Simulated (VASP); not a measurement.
Given:

```
AgCl
1.0
    0.00000     2.79454     2.79454
    2.79454     0.00000     2.79454
    2.79454     2.79454     0.00000
Ag Cl
1 1
Direct
  0.00000   0.00000   0.00000
  0.50000   0.50000   0.50000
```

Level of theory: PBE GGA with spin-orbit coupling, VASP's PBE PAW potentials (set 64) (plane waves; VASP 6.6.1). Numerical set-up: 350 eV cut-off, 6×6×6 Γ-centred mesh, Gaussian smearing of 0.050 eV, potentials Ag Cl.

Problem. Predict the energy per atom (σ→0), band gap (on the k-mesh) with the smallest direct gap where there is one.

Solution. 
- band gap (on the k-mesh) = 0.87 eV
- smallest direct gap (on the k-mesh) = 3.02 eV
- energy per atom (σ→0) = -2.710 eV/atom

Only differences to runs with the same potentials and settings are physical.

The compound is AgCl in the rock salt structure. It was relaxed first.
